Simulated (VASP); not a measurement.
Output of a VASP run:

OSZICAR:
```
       N       E                     dE             d eps       ncg     rms          rms(c)
DAV:   1     0.436749344630E+02    0.43675E+02   -0.41103E+03   522   0.102E+03
DAV:   2    -0.514989131193E+01   -0.48825E+02   -0.47444E+02   738   0.162E+02
DAV:   3    -0.704384857879E+01   -0.18940E+01   -0.18924E+01   654   0.376E+01
DAV:   4    -0.708063543699E+01   -0.36787E-01   -0.36727E-01   812   0.530E+00
DAV:   5    -0.708090995318E+01   -0.27452E-03   -0.27451E-03   689   0.447E-01    0.260E+00
DAV:   6    -0.700586663094E+01    0.75043E-01   -0.20692E-01   596   0.277E+00    0.195E+00
DAV:   7    -0.701571318064E+01   -0.98465E-02   -0.77627E-02   691   0.192E+00    0.105E+00
DAV:   8    -0.702468677260E+01   -0.89736E-02   -0.17021E-02   559   0.115E+00    0.153E-01
DAV:   9    -0.702476894373E+01   -0.82171E-04   -0.42561E-04   779   0.182E-01    0.611E-02
DAV:  10    -0.702498011836E+01   -0.21117E-03   -0.44247E-04   555   0.189E-01    0.308E-02
DAV:  11    -0.702500025235E+01   -0.20134E-04   -0.11571E-05   756   0.347E-02    0.620E-03
DAV:  12    -0.702500428485E+01   -0.40325E-05   -0.14927E-06   553   0.118E-02    0.295E-03
DAV:  13    -0.702500393436E+01    0.35048E-06   -0.34149E-07   568   0.550E-03
   1 F= -.70250039E+01 E0= -.70250039E+01  d E =-.702500E+01
```

**OUTCAR**
```
------------------------ aborting loop because EDIFF is reached ----------------------------------------
  FORCE on cell =-STRESS in cart. coord.  units (eV):
  Direction    XX          YY          ZZ          XY          YZ          ZX
  --------------------------------------------------------------------------------------
  Total       -0.0124244     -0.0124244     -0.0124244      0.0000000      0.0000000     -0.0000000
  in kB       -0.5500546     -0.5500546     -0.5500546      0.0000000      0.0000000     -0.0000000
  external PRESSURE =      -0.5500546 kB  Pullay stress =       0.0000000 kB
  volume of cell :       36.19
      direct lattice vectors                 reciprocal lattice vectors
     0.000000000  2.625330378  2.625330378    -0.190452221  0.190452221  0.190452221
     2.625330378  0.000000000  2.625330378     0.190452221 -0.190452221  0.190452221
     2.625330378  2.625330378  0.000000000     0.190452221  0.190452221 -0.190452221
  FREE ENERGIE OF THE ION-ELECTRON SYSTEM (eV)
  ---------------------------------------------------
  free  energy   TOTEN  =        -7.0250039344 eV

  energy  without entropy=       -7.0250039344  energy(sigma->0) =       -7.02500393

 reached required accuracy - stopping structural energy minimisation
```
(Selected blocks of OUTCAR.)

### POSCAR
```
LiCl
1
    0.0000000000     2.6253303777     2.6253303777
    2.6253303777     0.0000000000     2.6253303777
    2.6253303777     2.6253303777     0.0000000000
Li Cl
1 1
Direct
  0.0000000000   0.0000000000   0.0000000000
  0.5000000000   0.5000000000   0.5000000000
```

**Question.** Reconstruct the remaining input files.

**Answer.** This is not unique; one that fits is the input of the run itself, RPBE GGA, plane waves, VASP's PBE PAW potentials (set 64).

INCAR:
```
# general
SYSTEM  =  LiCl
PREC    =  Accurate
ENCUT   =  520
LREAL   =  .False.
LASPH   =  .True.

# electronic loop
EDIFF   =  1E-6
NELM    =  100
ALGO    =  Normal

# smearing
ISMEAR  =  0
SIGMA   =  0.05

# functional
GGA     =  RP

# ions
IBRION  =  2
NSW     =  60
ISIF    =  3
EDIFFG  =  -0.01

# output
LWAVE   =  .False.
LCHARG  =  .False.
```

### KPOINTS
```
Automatic mesh
0
Gamma
8 8 8
0 0 0
```

POTCAR, in this order: Li_sv Cl (PBE.64 set). Program: vasp_std.

The compound is LiCl in the rock salt structure. It was relaxed first, which changed the volume by +7 %. The start is the result of an earlier pass.
